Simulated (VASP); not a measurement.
```
CELL_PARAMETERS angstrom
      0.00000     2.54500     2.54500
      2.54500     0.00000     2.54500
      2.54500     2.54500     0.00000
ATOMIC_POSITIONS crystal
  Zr 0.00000 0.00000 0.00000
  O  0.25000 0.25000 0.25000
  O  0.75000 0.75000 0.75000
```

The numbers are results of PBE GGA, VASP's PBE PAW potentials (set 64) (plane waves; VASP 6.6.1), not measurements. Settings: 520 eV cut-off, 2×2×2 Monkhorst-Pack mesh, Gaussian smearing of 0.050 eV, potentials Zr_sv O.

Task: Give the stress tensor in GPa (positive for a compressed cell).

Result: 
```
3.46  0.00  0.00
0.00  3.46  0.00
0.00  0.00  3.46
```
The pressure is its mean diagonal, 3.46 GPa.

The compound is ZrO2 in the fluorite structure, the high-temperature cubic form, which is unstable at 0 K; the monoclinic form is the stable one. The cell was not relaxed at this level. The k-mesh is coarse (spacing up to 1.07 per Å, 2π included), so the numbers may not be converged in it. The run is one of a series of settings (KPOINTS 2×2×2 Monkhorst-Pack mesh against the base run), some of them coarse on purpose.
